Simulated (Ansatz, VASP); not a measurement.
## Te (Tellurium): VASP beside Ansatz

One calculation is typed for both programs; each brings its own data sets. How far apart do they land? The structure shown is the start of the Ansatz relaxation below; VASP solves that cell, so the two are compared at the walk's first step.

Main program and level: Ansatz 0.2.0; plane waves, with VASP 6.6.1 beside it; single point at PBEsol.

## Step 1: Starting point

It takes space group P3_121 (No. 152, trigonal). Conventional cell: a = 4.360 Å, b = 4.360 Å, c = 5.959 Å, α = 90.00°, β = 90.00°, γ = 120.00°. Te has 2 Te at 2.92 Å nearest.

## Step 2: Ansatz: relaxation, PBEsol

Ansatz runs on its PAW soft_1 files.

The two programs are compared at the cell with which this relaxation starts, whose forces are those of its first step.

Input file input.yaml:

```yaml
crystal:
  lattice:
    - [4.3595017536, 0.0, 0.0]
    - [-2.1797508768, 3.7754392665, 0.0]
    - [0.0, 0.0, 5.958963622]
  atoms:
    - { symbol: Te, position: [0.2837864627, 0.0, 0.3333333333] }
    - { symbol: Te, position: [0.0, 0.2837864627, 0.6666666667] }
    - { symbol: Te, position: [0.7162135373, 0.7162135373, 0.0] }
kpoints:
  mp_grid: { grid: [12, 12, 8] }
hamiltonian:
  xc: pbesol
  pseudopotentials: { kind: paw, azcp: { folder: soft_1 }, xc_functional: pbe }
scf:
  occupations: { method: methfessel_paxton, width: 0.2 }
output:
  forces: true
  stress: true
  eigenvalues: true
relax:
  adjacent_minimum: "off"
  f_tol: 0.001
  max_steps: 60
  cell: { stress_tol: 0.01, fix: [a, b, gamma] }
```

Command:

```
$ ansatz run input.yaml --threads 4 --pin off --max-ram 10240MiB --backend cpu --events-out ev --progress --plain --runs-dir out
```

Numbers of over 12 decimals in the logs are rounded to 6 here.

The log of the run:

```text
Engine: ansatz 0.2.0, x86_64-unknown-linux-gnu
Pseudopotentials: kind: paw
Pseudopotential: Te, paw, valence charge 16, recommended cutoff 420 eV (normal), soft_1/Te.paw.azcp
Functional definition: PBEsol
  exchange = pbesol_x
  correlation = pbesol_c
Crystal: 3 atoms, lattice volume = 98.079 Å³
Basis set: ecut = 420 eV, 1945 PW (Γ), exchange–correlation on 60×60×80 points (8 copies of the dense FFT grid, shifted against one another)
Bands: 29, of which v1, the nominal top of the filled ones, is band 24 counted from 1 (23 counted from 0)
Symmetry: 6 space group operations
Space group: P3121 (ITA 152), of the structure as read, at distance tolerance 4.6e-5 Å
k-points: 131 of 1152 (time reversal used)
Non-local potential: Te, projectors of the file, l = 0: 2, l = 1: 2, l = 2: 2, l = 3: 1
PAW form: soft (Blöchl's): semilocal exchange-correlation on the pseudo side does not see the compensation charge
PAW frozen core: Te, regenerated for the run's functional, and the local potential with it (the file was generated under x = pbe(κ = 0.804, μ = 0.219515), c = pbe(β = 0.066725))
PAW one-centre angular grid: Te, 590 points (default); XC on 64 Gauss nodes
Initial density: superposition of atomic densities (chi_scale 0.1, normalization cell)
Initial wavefunctions: pseudopotential atomic-orbital guess
Functional: x = pbesol(κ = 0.804, μ = 0.123457), c = pbesol(β = 0.046)
SCF iter   1: F=—  HF=-20704.824327 eV  |F-HF|=—  |Δ(HF+E_count)|=         —  Δρ=1.43e-2  dr2=1.47e-1  ethr=3.10e-3  ⟨swp⟩=8.5  Hψ=18597  notcnv=0
preconditioner: auto → Kerker (q_TF=auto, 2.422 Å⁻¹)  [metal: Δε(μ)=0.102 eV  Ē_g=8.628 eV  σ=0.200 eV  W_gap=0.41  n_scr=22 (ndim 8)  ℏωp=15.9 eV  f_vac=0.006  D(μ)=-0.04/eV (n_scr^D=0)]
SCF iter   2: F=—  HF=-20704.806164 eV  |F-HF|=—  |Δ(HF+E_count)|=   1.82e-2  S|Δr|=    0.00e0  Δρ=8.83e-3  dr2=5.70e-2  ethr=3.06e-4  ⟨swp⟩=1.0  Hψ=4851  notcnv=0
SCF iter   3: F=—  HF=-20704.796134 eV  |F-HF|=—  |Δ(HF+E_count)|=   1.00e-2  S|Δr|=    0.00e0  Δρ=8.01e-4  dr2=5.12e-4  ethr=1.19e-4  ⟨swp⟩=2.1  Hψ=5731  notcnv=0
SCF iter   4: F=—  HF=-20704.796347 eV  |F-HF|=—  |Δ(HF+E_count)|=   2.13e-4  S|Δr|=    0.00e0  Δρ=3.03e-4  dr2=9.10e-5  ethr=1.07e-6  ⟨swp⟩=2.0  Hψ=6919  notcnv=0
SCF iter   5: F=—  HF=-20704.796340 eV  |F-HF|=—  |Δ(HF+E_count)|=   6.45e-6  S|Δr|=    0.00e0  Δρ=1.36e-4  dr2=2.44e-5  ethr=1.90e-7  ⟨swp⟩=2.0  Hψ=6907  notcnv=0
SCF iter   6: F=—  HF=-20704.796356 eV  |F-HF|=—  |Δ(HF+E_count)|=   1.52e-5  S|Δr|=    0.00e0  Δρ=4.25e-5  dr2=3.17e-6  ethr=5.08e-8  ⟨swp⟩=2.0  Hψ=4461  notcnv=0
SCF iter   7: F=—  HF=-20704.796357 eV  |F-HF|=—  |Δ(HF+E_count)|=   1.38e-6  S|Δr|=    0.00e0  Δρ=1.22e-5  dr2=2.17e-7  ethr=6.60e-9  ⟨swp⟩=2.0  Hψ=4946  notcnv=0
SCF iter   8: F=-20704.796357 eV  HF=-20704.796357 eV  |F-HF|=3.71e-10  |Δ(HF+E_count)|=   6.12e-8  S|Δr|=    0.00e0  Δρ=3.38e-6  dr2=8.13e-9  ethr=2.08e-10  ⟨swp⟩=9.5  Hψ=18775  notcnv=0
SCF 1 converged in 8 iterations: F = -20704.796357 eV  dr2 = 8.13e-9
  greatest PAW one-centre occupation: 0.998 electrons in one spin orbital (limit 2), on the Te atom at site 1 (counted from 0), in its partial waves of l = 2
relax step   1: F+E_penalty+E_count = -20704.79635701 eV  Δ(F+E_penalty+E_count) = +0.000e0 eV  max|allowed force component| = 6.993e-2 eV/Å  Δτ_max = 0.0000 Å  P = -0.909 GPa  Ω = 98.079 Å³  fix = [a, b, gamma]  reactions: a -0.891, b -0.891 GPa  (8 SCF iters, dr2 threshold 1.00e-7 eV, accepted)
[...]
relax step   4: F+E_penalty+E_count = -20704.79960583 eV  Δ(F+E_penalty+E_count) = -7.627e-6 eV  max|allowed force component| = 1.815e-3 eV/Å  Δτ_max = 0.0018 Å  P = -0.269 GPa  Ω = 97.363 Å³  energy of the carried Pulay correction = +1.435e-4 eV  fix = [a, b, gamma]  reactions: a -0.393, b -0.393 GPa  (5 SCF iters, dr2 threshold 2.87e-9 eV, accepted)
[...]
relax step   5: F+E_penalty+E_count = -20704.79961037 eV  Δ(F+E_penalty+E_count) = -4.547e-6 eV  max|allowed force component| = 4.881e-5 eV/Å  Δτ_max = 0.0002 Å  P = -0.255 GPa  Ω = 97.348 Å³  energy of the carried Pulay correction = +1.464e-4 eV  fix = [a, b, gamma]  reactions: a -0.382, b -0.382 GPa  (4 SCF iters, dr2 threshold 1.13e-9 eV, accepted)
[...]
relax step   6: F+E_penalty+E_count = -20704.79946314 eV  Δ(F+E_penalty+E_count) = +1.472e-4 eV  max|allowed force component| = 2.217e-5 eV/Å  Δτ_max = 0.0000 Å  P = -0.254 GPa  Ω = 97.348 Å³  fix = [a, b, gamma]  reactions: a -0.381, b -0.381 GPa  stress off target by 9.35e-4 GPa on what of the cell is left free  SCF on the basis re-selected at this cell (its energy is not comparable with the rows above)  (7 SCF iters)
basis re-selected at this cell: Δ(F+E_penalty+E_count) = +1.472e-4 eV, ΔP = +0.000 GPa vs the last step (what re-selecting the basis moved, of the pressure what is left beyond the Pulay correction that the steps carried, after the strain that the cell walked since its last selection, with what the two solves' SCF thresholds leave and, on support functions, any second-order correction that the steps lacked; it is no m [...]
SCF converged after 7 iterations
Stability not checked: this state was not tested for a lower state beside it, because cold or Methfessel-Paxton smearing, or corrected tetrahedra, fill the levels in a way that the test cannot read (fill_not_monotonic; see scf.lower_state_search)
Free energy (F): -20704.799463 eV
Harris-Foulkes:  -20704.799463 eV  (|F-HF|=0.00e0)
Internal energy: -20704.802661 eV  (E = F + TS)
E sigma→0 (E₀):  -20704.800263 eV
Entropy (-TS):   0.003198 eV (1.066 meV/atom)
Fermi energy:    9.408145 eV
Step filling:    the computed levels leave a gap of 0.0716 eV = 0.4 smearing widths at the electron count; against every level under it full and every level over it empty, smearing changes F+E_penalty+E_count by +0.571 meV and its σ→0 estimate by -0.229 meV
--- Per-component energies (eV) ---
  E_band       = -774.222731
  E_kinetic    = 516.504800
  E_local      = -4772.169837  (includes V_loc(G=0)·N_el)
  E_nonlocal   = 200.704866
  E_hartree    = 2382.023731
  E_xc         = -365.823925
  E_vxc        = -307.024314  (∫ρ·V_xc dr)
  E_paw        = -13773.577367  (= ΣΔE_a)
  E_vpaw       = -1176.285957  (= ΣTr[D̂ρ^β])
  E_aug_tail   = 0.000256  (compensation charges beyond the density's cutoff)
  E_ewald      = -4893.589619
  E_core_change = 1.124434  (= ΣΔE_core)
  E_smearing   = 0.003198  (= −TS)
  E_closure    = -0.000000  (closes the sum)
  Σ components = -20704.799463   (vs F -20704.799463, Δ=0.00e0)
--- Forces (eV/Å), atoms counted from 1 ---
  atom   1  Te    -0.00002217    -0.00000000     0.00000000
  atom   2  Te     0.00001109    -0.00001920     0.00000000
  atom   3  Te     0.00001109     0.00001920    -0.00000000
  max |Σ_I F_I| component: 9.25e-17 eV/Å
--- Stress (GPa, compression-positive) ---
       -0.381055      -0.000000      -0.000000
       -0.000000      -0.381055      -0.000000
       -0.000000      -0.000000      -0.000935
  P = ⅓ Tr σ = -0.2543 GPa (-2.543 kbar)
--- Band table (eV; the first three rows and the last of 131) ---
  k-point 0: bands = [... 20 lower, 6.6767, 7.5456, 7.5456, 8.2202, 10.3361, 10.3361, 10.9425, 14.2076, ... 1 higher]
  k-point 1: bands = [... 20 lower, 6.8155, 7.6093, 7.6782, 8.2411, 10.1926, 10.2278, 10.7683, 13.8048, ... 1 higher]
  k-point 2: bands = [... 20 lower, 6.8001, 7.7748, 7.9589, 8.3015, 9.8918, 9.9662, 10.3597, 13.4276, ... 1 higher]
  k-point 130: bands = [... 20 lower, 3.9819, 8.4796, 9.3627, 9.3627, 9.4344, 10.3570, 10.3570, 15.2839, ... 1 higher]
--- Relaxed structure (5 steps of the walk, 5 accepted, 1 SCFs on fresh bases) ---
  F+E_penalty+E_count = -20704.79946314 eV   max|allowed force component| = 2.217e-5 eV/Å   (the final SCF, on the basis selected at the relaxed cell)
  cell:  # Å, volume = 97.3485 Å³
    - [4.359502, 0, -1.2013080355552299e-18]
    - [-2.179751, 3.775439, 6.006540177776169e-19]
    - [-1.6420571173623125e-18, 0, 5.914593]
  atoms:
    - { symbol: Te, position: [0.281799, 0, 0.333333] }
    - { symbol: Te, position: [-2.7504467849931037e-17, 0.281799, 0.666667] }
    - { symbol: Te, position: [0.718201, 0.718201, 0] }
```

Reading the cycles: dr2 is the Hartree energy of the density residual (eV), the measure of convergence; HF is the Harris–Foulkes estimate of the energy, which meets the free energy F at convergence.

## Step 3: VASP: single point, PBEsol, start cell, pair 1

The same cell, functional, mesh and smearing now go to VASP, with its own data sets.

Lines of VASP's logs that name or quote its potential files are left out, and so is its time.

Input file INCAR:

```
SYSTEM = Te
PREC = Accurate
ENCUT = 400
EDIFF = 1E-06
NELM = 120
ISMEAR = 1
SIGMA = 0.2
LREAL = .FALSE.
ALGO = Normal
GGA = PS
NBANDS = 15
LORBIT = 11
LWAVE = .FALSE.
LCHARG = .FALSE.
ISIF = 2
LASPH = .TRUE.
GGA_COMPAT = .FALSE.
KPAR = 2
```

Input file POSCAR:

```
Te
1.0
    4.3595020000      0.0000000000      0.0000000000
   -2.1797510000      3.7754390000      0.0000000000
    0.0000000000      0.0000000000      5.9589640000
Te
3
Direct
    0.2837865426      0.0000000000      0.3333332774
    0.0000000291      0.2837866007      0.6666665548
    0.7162135608      0.7162136642      0.0000000000
```

Input file KPOINTS:

```
Automatic mesh
0
Gamma
12 12 8
0 0 0
```

The projector-augmented-wave data sets are Te (PBE family, release 64).

Command:

```
$ mpirun -np 2 vasp_std
```

The log of the run:

```text
[banner, memory and clock lines left out]
running    2 mpi-ranks, on    1 nodes
 distrk:  each k-point on    1 cores,    2 groups
 distr:  one band on    1 cores,    1 groups

 POSCAR found type information on POSCAR Te
 POSCAR found :  1 types and       3 ions
|                                                                             |
|               ----> ADVICE to this user running VASP <----                  |
|                                                                             |
|     You enforced a specific xc type in the INCAR file but a different       |
|     [... a line on the potential file left out ...]
|     I HOPE YOU KNOW WHAT YOU ARE DOING!                                     |
|                                                                             |

 LDA part: xc-table for (Slater+PW92), standard interpolation
 POSCAR, INCAR and KPOINTS ok, starting setup
 FFT: planning ... GRIDC
 FFT: planning ... GRID_SOFT
 FFT: planning ... GRID
 WAVECAR not read
 entering main loop
       N       E                     dE             d eps       ncg     rms          rms(c)
DAV:   1     0.627034154922E+02    0.62703E+02   -0.56140E+03  3930   0.778E+02
DAV:   2    -0.656039416681E+01   -0.69264E+02   -0.65974E+02  5275   0.131E+02
DAV:   3    -0.105287764993E+02   -0.39684E+01   -0.39514E+01  4602   0.354E+01
DAV:   4    -0.105987533754E+02   -0.69977E-01   -0.69967E-01  5910   0.556E+00
DAV:   5    -0.105995683967E+02   -0.81502E-03   -0.81502E-03  4947   0.497E-01    0.131E+01
DAV:   6    -0.105819051621E+02    0.17663E-01   -0.12284E-02  4973   0.663E-01    0.817E+00
DAV:   7    -0.105759600484E+02    0.59451E-02   -0.26468E-02  4525   0.964E-01    0.244E-01
DAV:   8    -0.105755485247E+02    0.41152E-03   -0.43873E-03  4455   0.378E-01    0.119E-01
DAV:   9    -0.105755633185E+02   -0.14794E-04   -0.11865E-04  5541   0.759E-02    0.689E-02
DAV:  10    -0.105755623106E+02    0.10079E-05   -0.13235E-05  4868   0.228E-02    0.783E-03
DAV:  11    -0.105755615464E+02    0.76415E-06   -0.21172E-06  4225   0.891E-03
   1 F= -.10575562E+02 E0= -.10576594E+02  d E =0.309848E-02
```

Parts of OUTCAR (step 3):

```text
ion  position               nearest neighbor table
   1  0.284  0.000  0.333-   3 2.92   2 2.92   2 3.37   3 3.37   2 3.37   3 3.37
   2  0.000  0.284  0.667-   1 2.92   3 2.92   1 3.37   1 3.37   3 3.37   3 3.37
   3  0.716  0.716  0.000-   1 2.92   2 2.92   1 3.37   1 3.37   2 3.37   2 3.37

  LATTYP: Found a hexagonal cell.
 ALAT       =     4.3595020000
 C/A-ratio  =     1.3668909889

 Subroutine GETGRP returns: Found  6 space group operations
 (whereof  2 operations were pure point group operations)

The static configuration has the point symmetry C_2 .
 The point group associated with its full space group is D_3 .

 Found    131 irreducible k-points:

   k-points           NKPTS =    131   k-points in BZ     NKDIM =    131   number of bands    NBANDS=     15

   dimension x,y,z NGX =    28 NGY =   28 NGZ =   40
   dimension x,y,z NGXF=    56 NGYF=   56 NGZF=   80

   ENCUT  =  400.0 eV  29.40 Ry    5.42 a.u.   7.11  7.11  9.72*2*pi/ulx,y,z

   NELECT =      18.0000    total number of electrons

 k-points in reciprocal lattice and weights: Automatic mesh
   0.00000000  0.00000000  0.00000000       0.001
   0.08333333  0.00000000  0.00000000       0.005
   0.16666667  0.00000000  0.00000000       0.005
   0.25000000  0.00000000  0.00000000       0.005
   0.33333333  0.00000000  0.00000000       0.005
   0.41666667  0.00000000  0.00000000       0.005
   0.50000000  0.00000000  0.00000000       0.003
   0.08333333  0.08333333  0.00000000       0.005
   0.16666667  0.08333333  0.00000000       0.010
[...]
0.33333333  0.25000000  0.50000000       0.010
   0.33333333  0.33333333  0.50000000       0.002

 average (electrostatic) potential at core
       1 -88.4888       2 -88.4888       3 -88.4888

 E-fermi :   6.2768

 k-point     1 :       0.0000    0.0000    0.0000
  band No.  band energies     occupation
    ...
      5       3.7005      2.00000
      6       3.7005      2.00000
      7       4.5366      2.00000
      8       4.5366      2.00000
      9       5.1884      2.00000
     10       7.2874     -0.00000
     11       7.2874     -0.00000
     12       7.9227     -0.00000
     13      11.1523      0.00000
     14      11.1523      0.00000
    ...

 k-point     2 :       0.0833    0.0000    0.0000
  band No.  band energies     occupation
    ...
      5       3.3237      2.00000
      6       3.5003      2.00000
      7       4.8054      2.00000
      8       5.0080      2.00000
      9       5.4998      2.00000
     10       7.0086     -0.00000
     11       7.2222     -0.00000
     12       7.7816     -0.00000
     13      10.9630      0.00000
     14      11.1138      0.00000
    ...

 k-point     3 :       0.1667    0.0000    0.0000
  band No.  band energies     occupation
    ...
      5       2.7963      2.00000
      6       3.1573      2.00000
      7       5.1777      2.00000
      8       5.3356      2.00000
      9       5.6594      2.00011
     10       6.9594     -0.00002
     11       7.0796     -0.00000
     12       7.6006     -0.00000
     13      10.3603      0.00000
     14      11.1885      0.00000
    ...

  Total       -0.5254968     -0.5254967     -0.5492798      0.0000000      0.0000000      0.0000000
  in kB       -8.5843135     -8.5843113     -8.9728236      0.0000000      0.0000000      0.0000000
  external PRESSURE =      -8.7138162 kB  Pullay stress =       0.0000000 kB

  energy-cutoff  :      400.00
  volume of cell :       98.08
      direct lattice vectors                 reciprocal lattice vectors
     4.359502000  0.000000000  0.000000000     0.229383998  0.132434930  0.000000000
    -2.179751000  3.775439000  0.000000000     0.000000000  0.264869860  0.000000000
     0.000000000  0.000000000  5.958964000     0.000000000  0.000000000  0.167814405

 POSITION                                       TOTAL-FORCE (eV/Angst)
 -----------------------------------------------------------------------------------
      1.23717      0.00000      1.98632        -0.052626     -0.000000     -0.000000
     -0.61858      1.07142      3.97264         0.026313     -0.045575      0.000000
      1.56117      2.70402      0.00000         0.026313      0.045575      0.000000
 -----------------------------------------------------------------------------------
    total drift:                               -0.000052      0.000156      0.000312

  FREE ENERGIE OF THE ION-ELECTRON SYSTEM (eV)
  ---------------------------------------------------
  free  energy   TOTEN  =       -10.5755615464 eV

  energy  without entropy=      -10.5786600293  energy(sigma->0) =      -10.57659437

 total charge
# of ion       s       p       d       tot
------------------------------------------
    1        1.438   1.793   0.044   3.276
    2        1.438   1.793   0.044   3.276
    3        1.438   1.793   0.044   3.276
--------------------------------------------------
tot          4.315   5.380   0.133   9.828

[... 3 further parts left out ...]
```

The run ends at a pressure of -0.87 GPa, with forces up to 0.053 eV/Å.

## Step 4: Comparison

Known differences besides the potentials themselves: the data sets hold 48 valence electrons in Ansatz (on its PAW soft_1 files) and 18 in VASP; the cutoff is 420 eV in Ansatz and 400 eV in VASP; Ansatz makes its cores anew for this functional, VASP keeps those of its PBE data sets. Total energies have different zeros and are not compared.

Forces (eV/Å; atoms numbered as in POSCAR):

| atom | Ansatz x, y, z | VASP x, y, z |
| --- | --- | --- |
| Te1 | -0.070, 0.000, 0.000 | -0.053, 0.000, 0.000 |
| Te2 | 0.035, -0.061, 0.000 | 0.026, -0.046, 0.000 |
| Te3 | 0.035, 0.061, 0.000 | 0.026, 0.046, 0.000 |

The forces differ by 10.0 meV/Å r.m.s., which is 32.9 % of the r.m.s. force of 0.030 eV/Å (both taken over all components).

## Step 5: What the set-up changes

Further runs change the set-up of one program: Ansatz's method, potentials or start, or VASP's data sets, cutoff or form of LDA. The table gives that difference for each run.

```
                         run  r.m.s. force difference (meV/Å)
                    as above                             10.0
VASP with a cutoff of 500 eV (perhaps on Ansatz's relaxed cell)                               11
```

## Step 6: Ansatz: relaxation, PBEsol

The two programs are compared at the cell with which this relaxation starts, whose forces are those of its first step. The cell compared in this pair holds 99.29 Å³, against 98.08 Å³ for the pair before.

The structure compared here is the start of the Ansatz relaxation; VASP solves that cell, so the two are compared at the walk's first step.

input.yaml, the sections that differ from step 2:

```yaml
crystal:
  lattice:
    - [4.4026651373, 0.0, 0.0]
    - [-2.2013325687, 3.8128198533, 0.0]
    - [0.0, 0.0, 5.9145926151]
  atoms:
    - { symbol: Te, position: [0.2817986691, 0.0, 0.3333333333] }
    - { symbol: Te, position: [0.0, 0.2817986691, 0.6666666667] }
    - { symbol: Te, position: [0.7182013309, 0.7182013309, 0.0] }
# kpoints, hamiltonian, scf, output, relax: as in step 2
```

Command:

```
$ ansatz run input.yaml --threads 4 --pin off --max-ram 10240MiB --backend cpu --events-out ev --progress --plain --runs-dir out
```

The log of the run:

```text
[...]
Crystal: 3 atoms, lattice volume = 99.286 Å³
Basis set: ecut = 420 eV, 1921 PW (Γ), exchange–correlation on 60×60×80 points (8 copies of the dense FFT grid, shifted against one another)
Bands: 29, of which v1, the nominal top of the filled ones, is band 24 counted from 1 (23 counted from 0)
Symmetry: 6 space group operations
[...]
k-points: 131 of 1152 (time reversal used)
[...]
--- Relaxed structure (5 steps of the walk, 5 accepted, 1 SCFs on fresh bases) ---
[...]
cell:  # Å, volume = 98.5070 Å³
    - [4.402665, 2.8867511899066195e-11, 0]
    - [-2.201333, 3.812820, 1.9168715240533703e-18]
    - [0, 2.973524739299867e-18, 5.868203]
  atoms:
    - { symbol: Te, position: [0.279929, -1.84066546068477e-19, 0.333333] }
    - { symbol: Te, position: [-2.599584956095721e-19, 0.279929, 0.666667] }
    - { symbol: Te, position: [0.720071, 0.720071, 0] }
[key lines of the parts left out:]
SCF converged after 6 iterations
Free energy (F): -20704.792753 eV
Fermi energy:    9.360945 eV
P = ⅓ Tr σ = -0.4644 GPa (-4.644 kbar)
```

[end of part 1 of 2]

[Lines on the potential files, build, host, timing and source positions are cut from VASP's logs without a mark.]

[Logs are printed without paths, hosts, clocks, repeated set-up lines and the standing remarks that a program may print on its own settings, such as how far it seeks lower states.]

[Hosts, paths, dates, database ids (printed as entryN), source tags and the programs' standing remarks are cut or masked in the printed files.]

[Rows of further runs with another cutoff or data set may stand on the cell that Ansatz relaxed, not on the start cell of the pair above them.]
